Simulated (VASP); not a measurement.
OSZICAR of a VASP run on KNaSO4 (space group P-3m1):

File OSZICAR:
```
       N       E                     dE             d eps       ncg     rms          rms(c)
DAV:   1     0.979234091427E+03    0.97923E+03   -0.48090E+04  1950   0.178E+03
DAV:   2    -0.378885114635E+02   -0.10171E+04   -0.98120E+03  2262   0.491E+02
DAV:   3    -0.142133119318E+03   -0.10424E+03   -0.10353E+03  2235   0.170E+02
DAV:   4    -0.147161188645E+03   -0.50281E+01   -0.50008E+01  2580   0.380E+01
DAV:   5    -0.147479795405E+03   -0.31861E+00   -0.31811E+00  3452   0.688E+00    0.624E+01
DAV:   6    -0.121374773462E+03    0.26105E+02   -0.34153E+01  2372   0.293E+01    0.386E+01
DAV:   7    -0.109774343453E+03    0.11600E+02   -0.88905E+00  2757   0.172E+01    0.410E+00
DAV:   8    -0.119652925165E+03   -0.98786E+01   -0.45384E+00  2116   0.117E+01    0.304E+00
DAV:   9    -0.108714393433E+03    0.10939E+02   -0.23791E+00  2095   0.711E+00    0.124E+00
DAV:  10    -0.110154439781E+03   -0.14400E+01   -0.47763E-01  2094   0.398E+00    0.773E-01
DAV:  11    -0.110664738706E+03   -0.51030E+00   -0.11408E-01  2380   0.185E+00    0.407E-01
DAV:  12    -0.110932436466E+03   -0.26770E+00   -0.11475E-01  2052   0.264E+00    0.119E-01
DAV:  13    -0.110870469271E+03    0.61967E-01   -0.31206E-02  2508   0.119E+00    0.138E-01
DAV:  14    -0.110853693706E+03    0.16776E-01   -0.14588E-02  2110   0.905E-01    0.909E-02
DAV:  15    -0.110869005146E+03   -0.15311E-01   -0.94534E-03  2094   0.740E-01    0.618E-02
DAV:  16    -0.110869750581E+03   -0.74544E-03   -0.35667E-03  2124   0.446E-01    0.195E-02
DAV:  17    -0.110871608356E+03   -0.18578E-02   -0.48166E-04  2228   0.141E-01    0.166E-02
DAV:  18    -0.110871533168E+03    0.75188E-04   -0.49131E-05  2948   0.390E-02    0.765E-03
DAV:  19    -0.110871805840E+03   -0.27267E-03   -0.27461E-04  2117   0.114E-01    0.877E-03
DAV:  20    -0.110871848682E+03   -0.42842E-04   -0.14310E-05  2348   0.262E-02    0.426E-03
DAV:  21    -0.110871852150E+03   -0.34687E-05   -0.24092E-06  2509   0.108E-02    0.277E-03
DAV:  22    -0.110871859256E+03   -0.71060E-05   -0.14045E-06  2140   0.931E-03    0.147E-03
DAV:  23    -0.110871863256E+03   -0.39993E-05   -0.20474E-06  2108   0.100E-02    0.842E-04
DAV:  24    -0.110871863286E+03   -0.30794E-07   -0.61798E-08  1700   0.167E-03
   1 F= -.11087186E+03 E0= -.11087186E+03  d E =0.000000E+00
       N       E                     dE             ncg
       N       E                     dE             ncg
       N       E                     dE             ncg
       N       E                     dE             ncg
```

Problem. Which electronic solver shows in the log?

Solution. It is blocked Davidson (ALGO = Normal, or the opening steps of other solvers). The INCAR had ALGO = Normal.

Problem. Can the final energy be trusted as converged?

Solution. Self-consistency was reached. It stopped with EDIFF = 1E-7, NELM = 100 (r2SCAN meta-GGA, plane waves, VASP's PBE PAW potentials (set 64)).

The structure comes from a computed database's KNaSO4 entry (P-3m1); how it stands against other phases isn't given here. It was relaxed first, which changed the volume by -6 %.
